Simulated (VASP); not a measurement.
Set up this calculation in VASP 6.6.1, as the native input.

| Quantity | Value |
| --- | --- |
| Task | relaxation of cell and atoms |
| Functional | PBE |
| Potentials or basis | VASP PAW PBE potentials, release 64 (Li_sv, Ca_sv) |
| Cutoff | 600 eV |
| k mesh | 8 × 8 × 5 |
| Occupations | fermi-dirac, width 0.05 eV |
| Spin | no spin polarisation |
| Further INCAR settings | ALGO = Fast; EDIFF = 1e-07; IBRION = 2; EDIFFG = -0.01; NSW = 60; ISIF = 3 |

The structure of LiCa lies in POSCAR:

```
LiCa
1.0
    3.7926900000      0.0000000000      0.0000000000
   -1.8963400000      3.2845700000      0.0000000000
    0.0000000000      0.0000000000      5.3851800000
Li Ca
1 1
Direct
    0.0000000000      0.0000000000      0.0000000000
    0.3333300000      0.6666700000      0.5000000000
```

The cell was built by a generator and needn't be a form met in nature.

These files were run (other wordings do the same):

INCAR

```
SYSTEM = LiCa
ALGO = Fast
EDIFF = 1E-7
EDIFFG = -0.01
ENCUT = 600
GGA = PE
IBRION = 2
ISIF = 3
ISMEAR = -1
LASPH = .TRUE.
LCHARG = .FALSE.
LREAL = .FALSE.
LWAVE = .FALSE.
NELM = 80
NSW = 60
PREC = Accurate
PSTRESS = 0
SIGMA = 0.05
```

KPOINTS

```
k-points
0
G
  8 8 5
  0 0 0
```

Potentials or basis: VASP PAW PBE potentials, release 64 (Li_sv, Ca_sv).

Run with:

```bash
$ cat potpaw_PBE.64/Li_sv/POTCAR potpaw_PBE.64/Ca_sv/POTCAR > POTCAR
$ mpirun -np 1 vasp_std > vasp.out
```

It gave:

| Quantity | Value |
| --- | --- |
| Relaxed volume | 33.48 Å³/atom |
| Relaxed cell | a = 3.789 Å, b = 3.789 Å, c = 5.385 Å, α = 90.00°, β = 90.00°, γ = 120.00° |
| Space group after relaxing (to 0.05 Å) | P-6m2 (No. 187) |
| Energy gained by relaxing | 0.0 meV/atom |
| Ionic steps | 2 |
| Pressure after relaxing | 0.0 GPa |
| Band gap on the k mesh | none (metal or under the smearing width) |

Caveat: the cutoff is under 1.25 times the usual one of these potentials, so pressure, stress and relaxed cells hold a basis-set (Pulay) error.

It took 2.7 min on 1 thread of Intel(R) Xeon(R) Platinum 8488C (Sapphire Rapids), with other jobs on the host, peak memory 0.24 GiB.
